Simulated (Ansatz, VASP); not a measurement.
BiAu in VASP and in Ansatz

File INCAR:

```
ALGO     = Normal         # electronic algorithm
EDIFF    = 1E-6           # SCF threshold, eV
ENCUT    = 520            # plane-wave cutoff, eV
GGA      = PS             # functional
ISIF     = 2              # what is computed and relaxed
ISMEAR   = 0              # smearing method
LASPH    = True           # aspherical terms in the spheres
LCHARG   = False          # write CHGCAR
LREAL    = False          # projectors in reciprocal space
LWAVE    = False          # write WAVECAR
NBANDS   = 20             # bands
NELM     = 100            # most SCF steps
PREC     = Accurate       # precision mode
SIGMA    = 0.05           # smearing width, eV
```

KPOINTS

```
k-points
0
Gamma
  10 10 10
```

The input POSCAR:

```
BiAu
1.0
    0.0000000000      2.9697432856      2.9697432856
    2.9697432856      0.0000000000      2.9697432856
    2.9697432856      2.9697432856      0.0000000000
Au Bi
1 1
Direct
    0.5000000000      0.5000000000      0.5000000000
    0.0000000000      0.0000000000      0.0000000000
```

Input for Ansatz:

```yaml
crystal:
  lattice:
    - [0.0, 2.9697432856, 2.9697432856]
    - [2.9697432856, 0.0, 2.9697432856]
    - [2.9697432856, 2.9697432856, 0.0]
  atoms:
    - { symbol: Au, position: [0.5, 0.5, 0.5] }
    - { symbol: Bi, position: [0.0, 0.0, 0.0] }
basis:
  ecutwfc: 420
  ecutrho_ratio: 4
kpoints:
  mp_grid: { grid: [10, 10, 10] }
hamiltonian:
  xc: pbesol
scf:
  occupations: { method: gaussian, width: 0.05 }
output:
  forces: true
  stress: true
  eigenvalues: true
  populations: true
```

Alike in both runs: task single point; functional PBEsol; k mesh 10 × 10 × 10; occupations gaussian, width 0.05 eV; no spin polarisation.

```csv
,VASP,Ansatz
version,VASP 6.6.1,Ansatz 0.2.0
potentials or method,"VASP PAW PBE potentials, release 64 (Au, Bi_d)","scalar-relativistic, plane waves, PAW"
plane-wave cutoff (eV),520,420
valence electrons in the cell,26,34
```

|  | VASP | Ansatz | Ansatz less VASP |
| --- | --- | --- | --- |
| gap on the k mesh at the Fermi level (eV) | none | none | - |
| pressure (GPa) | -4.1 | -4.0 | +0.06 |

A gap of «none» marks a metal or a gap that the smearing closes. The functional is the same, so the differences come from potentials, cutoffs and numerics. The two sets of potentials don't hold the same shells in valence.

Caveats: the PAW data sets were made with another functional, which shifts forces and pressure a little (VASP); spin-orbit coupling is left out, which moves the levels of the heavy elements.
